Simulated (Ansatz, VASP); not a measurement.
## One calculation of TaRu, two programs

```xyz
2
Lattice="3.1182 0.0000 0.0000 0.0000 3.1182 0.0000 0.0000 0.0000 3.1182" Properties=species:S:1:pos:R:3 pbc="T T T"
Ta    1.5591    1.5591    1.5591
Ru    0.0000    0.0000    0.0000
```

Alike in both runs: functional LDA; k mesh 14 × 14 × 14; occupations gaussian, width 0.1 eV; no spin polarisation.

Ansatz relaxed the structure, and its values are those at the end. VASP's run is a single point on that final structure, the one shown.

|  | VASP | Ansatz |
| --- | --- | --- |
| version | VASP 6.6.1 | Ansatz 0.2.0 |
| potentials or method | VASP PAW LDA potentials, release 64 (Ta_pv, Ru_pv) | scalar-relativistic, plane waves, PAW |
| plane-wave cutoff (eV) | 520 | 420 |
| valence electrons in the cell | 25 | 29 |

Ansatz gave:

```
gap on the k mesh at the Fermi level (eV) : none
pressure (GPa)                            : 0.0
```

Which values does VASP return?

gap on the k mesh at the Fermi level (eV): none; pressure (GPa): 1.0.

A gap of «none» marks a metal or a gap that the smearing closes. The two sets of potentials don't hold the same shells in valence.

The runs have no spin-orbit coupling, so splittings on Ta are missing.
